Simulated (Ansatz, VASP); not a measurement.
# Ca2H34C8S8N4O33F24: VASP beside Ansatz

One calculation is typed for both programs; each brings its own data sets. How far apart do they land? The structure shown is the start of the Ansatz relaxation below; VASP solves that cell, so the two are compared at the walk's first step.

Method: plane waves, with VASP 6.6.1 beside it; single point at RPBE with D4, in Ansatz 0.2.0.

## 1. Starting point

The cell holds 113 atoms: 4 N, 8 S, 33 O, 8 C, 24 F, 34 H and 2 Ca. Its edges and angles: a = 11.188 Å, b = 11.188 Å, c = 11.188 Å, α = 90.0°, β = 90.0°, γ = 90.0°.

## 2. Ansatz: relaxation, RPBE with D4

Ansatz runs on its default PAW (the set named soft_2) files.

The two programs are compared at the cell with which this relaxation starts, whose forces are those of its first step.

The input, input.yaml:

```yaml
crystal:
  lattice:
    - [11.18771, 0.0, 0.0]
    - [0.0, 11.18771, 0.0]
    - [0.0, 0.0, 11.18771]
  atoms:
    - { symbol: "N", position: [0.07763, 0.92874, 0.38975] }
    - { symbol: S, position: [0.20252, 0.86441, 0.41684] }
    - { symbol: O, position: [0.25908, 0.89268, 0.52851] }
    - { symbol: O, position: [0.2004, 0.73657, 0.38533] }
    - { symbol: C, position: [0.29052, 0.92879, 0.29207] }
    - { symbol: F, position: [0.25332, 0.04319, 0.26016] }
    - { symbol: F, position: [0.40814, 0.946, 0.32044] }
    - { symbol: F, position: [0.28103, 0.8623, 0.18968] }
    - { symbol: S, position: [0.96641, 0.84962, 0.39341] }
    - { symbol: O, position: [0.94903, 0.80137, 0.5105] }
    - { symbol: O, position: [0.96358, 0.76913, 0.28867] }
    - { symbol: C, position: [0.86056, 0.96395, 0.36656] }
    - { symbol: F, position: [0.78946, 0.98571, 0.46033] }
    - { symbol: F, position: [0.90606, 0.06946, 0.33113] }
    - { symbol: F, position: [0.7775, 0.93586, 0.28219] }
    - { symbol: "N", position: [0.51897, 0.54932, 0.10479] }
    - { symbol: S, position: [0.58487, 0.55584, 0.98521] }
    - { symbol: O, position: [0.64451, 0.4447, 0.94631] }
    - { symbol: O, position: [0.51784, 0.61268, 0.8904] }
    - { symbol: C, position: [0.70457, 0.65492, 0.02441] }
    - { symbol: F, position: [0.66764, 0.76604, 0.04588] }
    - { symbol: F, position: [0.76771, 0.62788, 0.12407] }
    - { symbol: F, position: [0.79063, 0.66816, 0.9304] }
    - { symbol: S, position: [0.38844, 0.50298, 0.09421] }
    - { symbol: O, position: [0.31003, 0.54457, 0.99836] }
    - { symbol: O, position: [0.32739, 0.49709, 0.20888] }
    - { symbol: C, position: [0.41516, 0.3475, 0.05909] }
    - { symbol: F, position: [0.52583, 0.30845, 0.09417] }
    - { symbol: F, position: [0.33802, 0.27828, 0.11489] }
    - { symbol: F, position: [0.40756, 0.32527, 0.93777] }
    - { symbol: "N", position: [0.76662, 0.55567, 0.44441] }
    - { symbol: S, position: [0.63864, 0.53256, 0.49369] }
    - { symbol: O, position: [0.55671, 0.46668, 0.41894] }
    - { symbol: O, position: [0.63945, 0.50208, 0.62148] }
    - { symbol: C, position: [0.58776, 0.68824, 0.48838] }
    - { symbol: F, position: [0.50367, 0.70703, 0.57384] }
    - { symbol: F, position: [0.68157, 0.76564, 0.51534] }
    - { symbol: F, position: [0.53817, 0.71942, 0.38543] }
    - { symbol: S, position: [0.84638, 0.44171, 0.42897] }
    - { symbol: O, position: [0.84766, 0.35422, 0.52545] }
    - { symbol: O, position: [0.96332, 0.47152, 0.38254] }
    - { symbol: C, position: [0.76608, 0.37475, 0.29777] }
    - { symbol: F, position: [0.69955, 0.27494, 0.32422] }
    - { symbol: F, position: [0.69193, 0.45211, 0.2439] }
    - { symbol: F, position: [0.84407, 0.33054, 0.21416] }
    - { symbol: "N", position: [0.11848, 0.04076, 0.7697] }
    - { symbol: S, position: [0.1497, 0.10783, 0.89266] }
    - { symbol: O, position: [0.2601, 0.06849, 0.95314] }
    - { symbol: O, position: [0.14977, 0.23875, 0.88304] }
    - { symbol: C, position: [0.02346, 0.0718, 0.98465] }
    - { symbol: F, position: [0.05264, 0.00994, 0.08542] }
    - { symbol: F, position: [0.9661, 0.17258, 0.02239] }
    - { symbol: F, position: [0.93238, 0.00795, 0.93364] }
    - { symbol: S, position: [0.0423, 0.12439, 0.68586] }
    - { symbol: O, position: [0.96976, 0.21375, 0.74332] }
    - { symbol: O, position: [0.97603, 0.06138, 0.58982] }
    - { symbol: C, position: [0.16949, 0.19673, 0.6153] }
    - { symbol: F, position: [0.26663, 0.20841, 0.69238] }
    - { symbol: F, position: [0.20484, 0.12998, 0.51657] }
    - { symbol: F, position: [0.1454, 0.30861, 0.57289] }
    - { symbol: O, position: [0.3351, 0.46083, 0.50657] }
    - { symbol: H, position: [0.34103, 0.4738, 0.59481] }
    - { symbol: H, position: [0.41586, 0.44084, 0.4739] }
    - { symbol: O, position: [0.71438, 0.17378, 0.91237] }
    - { symbol: H, position: [0.62985, 0.14728, 0.9005] }
    - { symbol: H, position: [0.76686, 0.10218, 0.92284] }
    - { symbol: O, position: [0.39985, 0.86922, 0.75476] }
    - { symbol: H, position: [0.35409, 0.83043, 0.6885] }
    - { symbol: H, position: [0.35677, 0.85665, 0.83206] }
    - { symbol: O, position: [0.88332, 0.4967, 0.75526] }
    - { symbol: H, position: [0.86347, 0.58311, 0.7666] }
    - { symbol: H, position: [0.97142, 0.4849, 0.76466] }
    - { symbol: O, position: [0.0614, 0.66871, 0.91594] }
    - { symbol: H, position: [0.00734, 0.72346, 0.87046] }
    - { symbol: H, position: [0.13442, 0.71345, 0.94155] }
    - { symbol: O, position: [0.10635, 0.58487, 0.56954] }
    - { symbol: H, position: [0.06778, 0.66183, 0.5936] }
    - { symbol: H, position: [0.12064, 0.53473, 0.64214] }
    - { symbol: O, position: [0.64992, 0.81916, 0.78938] }
    - { symbol: H, position: [0.58434, 0.87614, 0.76838] }
    - { symbol: H, position: [0.62065, 0.73524, 0.77986] }
    - { symbol: O, position: [0.08939, 0.61084, 0.16278] }
    - { symbol: H, position: [0.08608, 0.60653, 0.07356] }
    - { symbol: H, position: [0.04092, 0.68041, 0.19107] }
    - { symbol: O, position: [0.72798, 0.12121, 0.64679] }
    - { symbol: H, position: [0.64956, 0.08785, 0.61982] }
    - { symbol: H, position: [0.79432, 0.06942, 0.6167] }
    - { symbol: O, position: [0.12884, 0.46262, 0.79876] }
    - { symbol: H, position: [0.12867, 0.38308, 0.83954] }
    - { symbol: H, position: [0.09464, 0.52432, 0.85365] }
    - { symbol: O, position: [0.46984, 0.11525, 0.8443] }
    - { symbol: H, position: [0.46478, 0.06293, 0.772] }
    - { symbol: H, position: [0.41319, 0.08543, 0.90668] }
    - { symbol: O, position: [0.18986, 0.30242, 0.32208] }
    - { symbol: H, position: [0.21996, 0.25332, 0.25373] }
    - { symbol: H, position: [0.12895, 0.25565, 0.36781] }
    - { symbol: O, position: [0.90243, 0.7811, 0.73881] }
    - { symbol: H, position: [0.90835, 0.78592, 0.64976] }
    - { symbol: H, position: [0.8177, 0.79473, 0.76382] }
    - { symbol: O, position: [0.54544, 0.99624, 0.55933] }
    - { symbol: H, position: [0.4778, 0.94275, 0.58285] }
    - { symbol: H, position: [0.53617, 0.02007, 0.47368] }
    - { symbol: O, position: [0.3738, 0.4971, 0.74059] }
    - { symbol: H, position: [0.40925, 0.5616, 0.7913] }
    - { symbol: H, position: [0.29753, 0.46869, 0.77754] }
    - { symbol: O, position: [0.54779, 0.30813, 0.74323] }
    - { symbol: H, position: [0.49318, 0.37641, 0.72463] }
    - { symbol: H, position: [0.50375, 0.24702, 0.79134] }
    - { symbol: O, position: [0.26789, 0.78612, 0.96131] }
    - { symbol: H, position: [0.26608, 0.84397, 0.02943] }
    - { symbol: H, position: [0.29638, 0.70659, 0.99052] }
    - { symbol: Ca, position: [0.17292, 0.5213, 0.36505] }
    - { symbol: Ca, position: [0.7584, 0.31916, 0.73552] }
kpoints:
  mp_grid: { grid: [1, 1, 1] }
hamiltonian:
  xc: rpbe
  dispersion: d4
scf:
  occupations: { method: fixed }
output:
  forces: true
relax:
  f_tol: 0.05
  max_steps: 200
  cell: {}
```

Started as:

```
ansatz run input.yaml --threads 4 --pin off --max-ram 8192MiB --backend cpu --events-out ev --progress --plain --runs-dir out
```

Numbers of over 12 decimals in the logs are rounded to 6 here.

Output:

```text
Engine: ansatz 0.2.0, aarch64-unknown-linux-gnu
Pseudopotentials: kind: paw
Pseudopotential: N, paw, valence charge 5, recommended cutoff 420 eV (normal), N.paw.azcp
Pseudopotential: S, paw, valence charge 6, recommended cutoff 420 eV (normal), S.paw.azcp
Pseudopotential: O, paw, valence charge 6, recommended cutoff 420 eV (normal), O.paw.azcp
Pseudopotential: C, paw, valence charge 4, recommended cutoff 420 eV (normal), C.paw.azcp
Pseudopotential: F, paw, valence charge 7, recommended cutoff 420 eV (normal), F.paw.azcp
Pseudopotential: H, paw, valence charge 1, recommended cutoff 420 eV (normal), H.paw.azcp
Pseudopotential: Ca, paw, valence charge 10, recommended cutoff 420 eV (normal), Ca.paw.azcp
Functional definition: RPBE
  parameter kappa = 0.804
  parameter beta = 0.066725
  exchange = rpbe_x(kappa = kappa, mu = beta*pi^2/3)
  correlation = pbe_c(beta = beta)
Crystal: 113 atoms, lattice volume = 1400.308 Å³
Basis set: ecut = 420 eV, 27369 PW (Γ), exchange–correlation on 150×150×150 points (8 copies of the dense FFT grid, shifted against one another)
Bands: 373, of which v1, the nominal top of the filled ones, is band 260 counted from 1 (259 counted from 0)
Symmetry: 1 space group operations
Space group: P1 (ITA 1), of the structure as read, at distance tolerance 1.1e-4 Å
k-points: 1
Non-local potential: N, projectors of the file, l = 0: 2, l = 1: 2, l = 2: 1
Non-local potential: S, projectors of the file, l = 0: 2, l = 1: 2, l = 2: 2
Non-local potential: O, projectors of the file, l = 0: 2, l = 1: 2, l = 2: 1
Non-local potential: C, projectors of the file, l = 0: 2, l = 1: 2, l = 2: 1
Non-local potential: F, projectors of the file, l = 0: 2, l = 1: 2, l = 2: 1
Non-local potential: H, projectors of the file, l = 0: 2, l = 1: 1
Non-local potential: Ca, projectors of the file, l = 0: 3, l = 1: 2, l = 2: 2
PAW form: soft (Blöchl's): semilocal exchange-correlation on the pseudo side does not see the compensation charge
PAW frozen core: N, regenerated for the run's functional, and the local potential with it (the file was generated under x = pbe(κ = 0.804, μ = 0.219515), c = pbe(β = 0.066725))
PAW frozen core: S, regenerated for the run's functional, and the local potential with it (the file was generated under x = pbe(κ = 0.804, μ = 0.219515), c = pbe(β = 0.066725))
PAW frozen core: O, regenerated for the run's functional, and the local potential with it (the file was generated under x = pbe(κ = 0.804, μ = 0.219515), c = pbe(β = 0.066725))
PAW frozen core: C, regenerated for the run's functional, and the local potential with it (the file was generated under x = pbe(κ = 0.804, μ = 0.219515), c = pbe(β = 0.066725))
PAW frozen core: F, regenerated for the run's functional, and the local potential with it (the file was generated under x = pbe(κ = 0.804, μ = 0.219515), c = pbe(β = 0.066725))
PAW frozen core: Ca, regenerated for the run's functional, and the local potential with it (the file was generated under x = pbe(κ = 0.804, μ = 0.219515), c = pbe(β = 0.066725))
PAW one-centre angular grid: N, 110 points (default); XC on 64 Gauss nodes
PAW one-centre angular grid: S, 110 points (default); XC on 64 Gauss nodes
PAW one-centre angular grid: O, 110 points (default); XC on 64 Gauss nodes
PAW one-centre angular grid: C, 110 points (default); XC on 64 Gauss nodes
PAW one-centre angular grid: F, 110 points (default); XC on 64 Gauss nodes
PAW one-centre angular grid: H, 110 points (default); XC on 64 Gauss nodes
PAW one-centre angular grid: Ca, 110 points (default); XC on 64 Gauss nodes
Initial density: superposition of atomic densities (neutral atoms: chi_scale 0, normalization atom), corrected by the library's trained network
Initial wavefunctions: pseudopotential atomic-orbital guess
Functional: x = rpbe, c = pbe(β = 0.066725)
SCF iter   1: F=—  HF=-53221.894569 eV  |F-HF|=—  |Δ(HF+E_count)|=         —  Δρ=6.79e-3  dr2=6.16e-1  ethr=1.77e-3  ⟨swp⟩=5.0  Hψ=1252  notcnv=0  defer=109
preconditioner: auto → Resta (q_TF=auto, 2.313 Å⁻¹)  ε∞=2.6  [insulator: Δε(μ)=5.032 eV  Ē_g=17.589 eV  n_scr=256 (ndim 8)  ℏωp=22.2 eV  f_vac=0.275  ε∞_Penn≈2.6]
SCF iter   2: F=—  HF=-53221.711758 eV  |F-HF|=—  |Δ(HF+E_count)|=   1.83e-1  Δρ=3.40e-3  dr2=1.16e-1  ethr=1.19e-4  ⟨swp⟩=2.0  Hψ=576  notcnv=0  defer=111
SCF iter   3: F=—  HF=-53221.715710 eV  |F-HF|=—  |Δ(HF+E_count)|=   3.95e-3  Δρ=1.44e-3  dr2=2.95e-2  ethr=2.23e-5  ⟨swp⟩=3.0  Hψ=464  notcnv=0  defer=77
automatic band count: iteration 3 solves 339 bands in place of 373: the levels show a gap, and the empty bands left out lie too high to hold charge; the band table lists the bands solved (type scf.n_extra_bands for more)
[...]
- { symbol: F, position: [0.429731, 0.860455, 0.227804] }
    - { symbol: F, position: [0.246013, 0.845202, 0.160217] }
    - { symbol: S, position: [1.031343, 0.819831, 0.422746] }
    - { symbol: O, position: [1.015732, 0.810034, 0.548872] }
    - { symbol: O, position: [1.018904, 0.706716, 0.354659] }
    - { symbol: C, position: [0.909767, 0.918667, 0.363513] }
    - { symbol: F, position: [0.809999, 0.891145, 0.419073] }
    - { symbol: F, position: [0.937300, 0.035997, 0.380435] }
    - { symbol: F, position: [0.892208, 0.895140, 0.247990] }
    - { symbol: N, position: [0.505907, 0.563280, 0.115986] }
    - { symbol: S, position: [0.566889, 0.590957, 0.994074] }
    - { symbol: O, position: [0.626823, 0.489455, 0.942550] }
    - { symbol: O, position: [0.495739, 0.663949, 0.913468] }
    - { symbol: C, position: [0.686614, 0.696749, 0.058409] }
    - { symbol: F, position: [0.639273, 0.800078, 0.096345] }
    - { symbol: F, position: [0.745855, 0.645803, 0.147802] }
    - { symbol: F, position: [0.762465, 0.721783, 0.973219] }
    - { symbol: S, position: [0.381668, 0.497173, 0.123087] }
    - { symbol: O, position: [0.293204, 0.526983, 1.032330] }
    - { symbol: O, position: [0.344999, 0.500425, 0.244360] }
    - { symbol: C, position: [0.412062, 0.333132, 0.093692] }
    - { symbol: F, position: [0.511028, 0.299888, 0.150208] }
    - { symbol: F, position: [0.320376, 0.263080, 0.130198] }
    - { symbol: F, position: [0.421880, 0.314150, 0.977537] }
    - { symbol: N, position: [0.763407, 0.525154, 0.433727] }
    - { symbol: S, position: [0.637285, 0.512983, 0.492235] }
    - { symbol: O, position: [0.549334, 0.443852, 0.421046] }
    - { symbol: O, position: [0.642987, 0.488463, 0.618247] }
    - { symbol: C, position: [0.594880, 0.675001, 0.488006] }
    - { symbol: F, position: [0.487399, 0.680063, 0.534835] }
    - { symbol: F, position: [0.672098, 0.743959, 0.553330] }
    - { symbol: F, position: [0.589360, 0.714571, 0.377830] }
    - { symbol: S, position: [0.839752, 0.407780, 0.426270] }
    - { symbol: O, position: [0.824412, 0.324058, 0.522641] }
    - { symbol: O, position: [0.959127, 0.442921, 0.395723] }
    - { symbol: C, position: [0.784479, 0.317991, 0.291367] }
    - { symbol: F, position: [0.693277, 0.244902, 0.317154] }
    - { symbol: F, position: [0.753036, 0.392419, 0.205476] }
    - { symbol: F, position: [0.874118, 0.248914, 0.254130] }
    - { symbol: N, position: [0.071430, 0.054555, 0.810278] }
    - { symbol: S, position: [0.127596, 0.111769, 0.929258] }
    - { symbol: O, position: [0.238858, 0.051708, 0.956533] }
    - { symbol: O, position: [0.125666, 0.242105, 0.945280] }
    - { symbol: C, position: [0.024766, 0.050076, 1.040377] }
    - { symbol: F, position: [0.017435, -0.070831, 0.032180] }
    - { symbol: F, position: [1.066057, 0.083628, 0.148968] }
    - { symbol: F, position: [0.915778, 0.095081, 1.023072] }
    - { symbol: S, position: [-0.000962422, 0.131488, 0.717059] }
    - { symbol: O, position: [0.932961, 0.231837, 0.765587] }
    - { symbol: O, position: [0.936098, 0.049319, 0.635121] }
    - { symbol: C, position: [0.121588, 0.203521, 0.630426] }
    - { symbol: F, position: [0.211602, 0.243144, 0.703637] }
    - { symbol: F, position: [0.163106, 0.121709, 0.555452] }
    - { symbol: F, position: [0.079209, 0.297371, 0.571446] }
    - { symbol: O, position: [0.315378, 0.445645, 0.495405] }
    - { symbol: H, position: [0.331288, 0.475841, 0.575847] }
    - { symbol: H, position: [0.393565, 0.438402, 0.462291] }
    - { symbol: O, position: [0.689554, 0.194525, 0.893943] }
    - { symbol: H, position: [0.610708, 0.154252, 0.890033] }
    - { symbol: H, position: [0.743174, 0.129754, 0.910608] }
    - { symbol: O, position: [0.440084, 0.887446, 0.718585] }
    - { symbol: H, position: [0.408739, 0.887997, 0.637983] }
    - { symbol: H, position: [0.378787, 0.846582, 0.763912] }
    - { symbol: O, position: [0.861256, 0.483572, 0.767409] }
    - { symbol: H, position: [0.853130, 0.571298, 0.760366] }
    - { symbol: H, position: [0.946211, 0.470914, 0.778696] }
    - { symbol: O, position: [0.065990, 0.675989, 0.921523] }
    - { symbol: H, position: [0.00269099, 0.711332, 0.872983] }
    - { symbol: H, position: [0.136734, 0.727150, 0.909919] }
    - { symbol: O, position: [0.119664, 0.579645, 0.578197] }
    - { symbol: H, position: [0.076938, 0.653220, 0.592583] }
    - { symbol: H, position: [0.115072, 0.532161, 0.649146] }
    - { symbol: O, position: [0.702745, 0.910375, 0.785793] }
    - { symbol: H, position: [0.703871, 0.975922, 0.729313] }
    - { symbol: H, position: [0.622896, 0.875895, 0.774518] }
    - { symbol: O, position: [0.089385, 0.546909, 0.171313] }
    - { symbol: H, position: [0.145589, 0.543392, 0.108226] }
    - { symbol: H, position: [0.034482, 0.608366, 0.147606] }
    - { symbol: O, position: [0.697910, 0.118641, 0.629310] }
    - { symbol: H, position: [0.630120, 0.116284, 0.570837] }
    - { symbol: H, position: [0.768370, 0.096978, 0.587940] }
    - { symbol: O, position: [0.116530, 0.472537, 0.808255] }
    - { symbol: H, position: [0.118281, 0.401709, 0.857596] }
    - { symbol: H, position: [0.102721, 0.544142, 0.860713] }
    - { symbol: O, position: [0.462318, 0.098939, 0.840821] }
    - { symbol: H, position: [0.454865, 0.023717, 0.791805] }
    - { symbol: H, position: [0.392049, 0.098177, 0.887910] }
    - { symbol: O, position: [0.150873, 0.312256, 0.315945] }
    - { symbol: H, position: [0.212262, 0.278845, 0.269073] }
    - { symbol: H, position: [0.076950, 0.285026, 0.277696] }
    - { symbol: O, position: [0.881914, 0.741337, 0.756325] }
    - { symbol: H, position: [0.916127, 0.771650, 0.685098] }
    - { symbol: H, position: [0.817778, 0.798116, 0.771397] }
    - { symbol: O, position: [0.501662, 1.142728, 0.493288] }
    - { symbol: H, position: [0.441227, 1.078637, 0.486266] }
    - { symbol: H, position: [0.471299, 0.203243, 0.546945] }
    - { symbol: O, position: [0.364853, 0.491846, 0.739434] }
    - { symbol: H, position: [0.408071, 0.556132, 0.783430] }
    - { symbol: H, position: [0.287620, 0.485207, 0.775827] }
    - { symbol: O, position: [0.511756, 0.292959, 0.708965] }
    - { symbol: H, position: [0.460638, 0.361971, 0.723517] }
    - { symbol: H, position: [0.480702, 0.226304, 0.756857] }
    - { symbol: O, position: [0.282798, 0.803451, 0.885729] }
    - { symbol: H, position: [0.273432, 0.881917, -0.075665] }
    - { symbol: H, position: [0.343510, 0.761833, 0.931022] }
    - { symbol: Ca, position: [0.160839, 0.526225, 0.375056] }
    - { symbol: Ca, position: [0.727286, 0.320349, 0.726181] }
```

[end of part 1 of 2]

[Lines on the potential files, build, host, timing and source positions are cut from VASP's logs without a mark.]

[Logs are printed without paths, hosts, clocks, repeated set-up lines and the standing remarks that a program may print on its own settings, such as how far it seeks lower states.]

[Hosts, paths, dates, database ids (printed as entryN), source tags and the programs' standing remarks are cut or masked in the printed files.]
